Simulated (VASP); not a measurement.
Here is a VASP 6.6.1 calculation.

INCAR

```
SYSTEM = Al7InAs8
PREC     = Accurate       ! precision mode
ENCUT    = 600            ! plane-wave cutoff, eV
EDIFF    = 1E-7           ! SCF threshold, eV
ISMEAR   = 0              ! smearing method
SIGMA    = 0.03           ! smearing width, eV
LREAL    = .FALSE.        ! projectors in reciprocal space
LASPH    = .TRUE.         ! aspherical terms in the spheres
NELM     = 80             ! most SCF steps
ALGO     = Normal         ! electronic algorithm
ISIF     = 3              ! what is computed and relaxed
LWAVE    = .FALSE.        ! write WAVECAR
LCHARG   = .FALSE.        ! write CHGCAR
GGA      = PE             ! functional
IBRION   = 2              ! ionic algorithm
NSW      = 90             ! ionic steps
EDIFFG   = -0.005         ! ionic threshold
KPAR     = 4
```

The input KPOINTS:

```
Automatic mesh
0
G
  6 6 6
  0 0 0
```

The input POSCAR:

```
Al7InAs8                                
1.0
    5.7871506433     -5.7871506433     -0.0000000000
    5.7871506433     -0.0000000000      5.7871506433
    0.0000000000     -5.7871506433      5.7871506433
  In              Al              As            
     1     7     8
Direct
     0.5000000000000000    0.0000000000000000    0.0000000000000000
     0.5002565242352677    0.0002565242352676    0.4997434757647324
     0.5002565242352677    0.4997434757647324    0.0002565242352676
     0.5002565242352677    0.4997434757647324    0.4997434757647324
     0.9997434757647323    0.0002565242352676    0.0002565242352676
     0.9997434757647323    0.0002565242352676    0.4997434757647324
     0.9997434757647323    0.4997434757647324    0.0002565242352676
     0.0000000000000000    0.5000000000000000    0.5000000000000000
     0.3695081255868360    0.3914756232394921    0.8695081255868359
     0.3750477723960338    0.3749840758679888    0.3749840758679888
     0.3695081255868360    0.8695081255868359    0.8695081255868359
     0.3695081255868360    0.8695081255868359    0.3914756232394921
     0.8749840758679889    0.3749840758679888    0.8750477723960336
     0.8749840758679889    0.3749840758679888    0.3749840758679888
     0.8914756232394923    0.8695081255868359    0.8695081255868359
     0.8749840758679889    0.8750477723960336    0.3749840758679888
```

Potentials or basis: VASP PAW PBE potentials, release 64 (In_d, Al, As).

The run is started by

```bash
$ cat potpaw_PBE.64/In_d/POTCAR potpaw_PBE.64/Al/POTCAR potpaw_PBE.64/As/POTCAR > POTCAR
$ mpirun -np 4 vasp_std > vasp.out
```

Question: Estimate the band gap on the k mesh.

Answer: 1.40 eV, direct.

Final structure:
```
CELL_PARAMETERS angstrom
5.78722 -5.78722 0.00000
5.78722 0.00000 5.78722
0.00000 -5.78722 5.78722
ATOMIC_POSITIONS crystal
In 0.50000 0.00000 0.00000
Al 0.50027 0.00027 0.49973
Al 0.50027 0.49973 0.00027
Al 0.50027 0.49973 0.49973
Al 0.99973 0.00027 0.00027
Al 0.99973 0.00027 0.49973
Al 0.99973 0.49973 0.00027
Al 0.00000 0.50000 0.50000
As 0.36953 0.39142 0.86953
As 0.37502 0.37499 0.37499
As 0.36952 0.86953 0.86953
As 0.36953 0.86953 0.39142
As 0.87499 0.37499 0.87502
As 0.87499 0.37499 0.37499
As 0.89142 0.86953 0.86953
As 0.87499 0.87502 0.37499
```

Caveat: spin-orbit coupling is left out, which moves the levels of the heavy elements. A k mesh can miss the band edges.
